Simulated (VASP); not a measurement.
Write the native input for VASP 6.6.1 that does the following.

* Task: relaxation of cell and atoms
* Functional: PBE
* Potentials or basis: VASP PAW PBE potentials, release 64 (Sb, Te, O)
* Cutoff: 520 eV
* k mesh: 3 × 3 × 2
* Occupations: gaussian, width 0.15 eV
* Spin: no spin polarisation
* Further INCAR settings: PREC = Normal; ALGO = Fast; EDIFF = 0.0001; IBRION = 2; EDIFFG = -0.08; NSW = 24; ISIF = 3

The structure of Sb2TeO5 lies in POSCAR:

```
Sb2TeO5
1.0
    3.0875824000     -3.4216425800      0.0000000000
    3.0875824000      3.4216425800      0.0000000000
    0.0000000000      0.0000000000      6.5376786700
Sb Te O
2 1 5
Direct
    0.7207097600      0.7207097600      0.0000000000
    0.2792902400      0.2792902400      0.0000000000
    0.0000000000      0.0000000000      0.5000000000
    0.3705122000      0.6294878000      0.0000000000
    0.6294878000      0.3705122000      0.0000000000
    0.0000000000      0.0000000000      0.7950739500
    0.0000000000      0.0000000000      0.2049260500
    0.5000000000      0.5000000000      0.5000000000
```

The cell was built by a generator and needn't be a form met in nature.

One way to write it, as run:

INCAR

```
SYSTEM = Sb2TeO5
PREC = Normal
ENCUT = 520
EDIFF = 1E-4
ISMEAR = 0
SIGMA = 0.15
LREAL = .False.
LASPH = .True.
NELM = 60
ALGO = Fast
ISIF = 3
LWAVE = .False.
LCHARG = .False.
GGA = PE
IBRION = 2
NSW = 24
EDIFFG = -0.08
```

KPOINTS

```
regular mesh
0
Gamma
  3 3 2
  0 0 0
```

Potentials or basis: VASP PAW PBE potentials, release 64 (Sb, Te, O).

Command:

```console
$ cat potpaw_PBE.64/Sb/POTCAR potpaw_PBE.64/Te/POTCAR potpaw_PBE.64/O/POTCAR > POTCAR
$ mpirun -np 1 vasp_std > vasp.out
```

It gave:

- Relaxed volume: 20.16 Å³/atom
- Relaxed cell: a = 4.614 Å, b = 4.614 Å, c = 7.709 Å, α = 90.00°, β = 90.00°, γ = 100.70°
- Space group after relaxing (to 0.05 Å): Cmmm (No. 65)
- Energy gained by relaxing: 1878.1 meV/atom
- Ionic steps: 22
- Pressure after relaxing: -0.2 GPa
- Largest force after relaxing: 0.045 eV/Å
- Band gap on the k mesh: none (metal or under the smearing width)

Caveat: the k mesh is coarse (spacing up to 0.48 Å⁻¹), so the values aren't converged; the volume moved by over 15 % at a fixed basis, so the end points are rough; the relaxation stopped at a loose force limit of 0.08 eV/Å, so its end isn't a converged minimum.

It took 6.9 min on 1 thread of Intel(R) Xeon(R) Platinum 8488C (Sapphire Rapids) (shared host), peak memory 0.2 GiB.
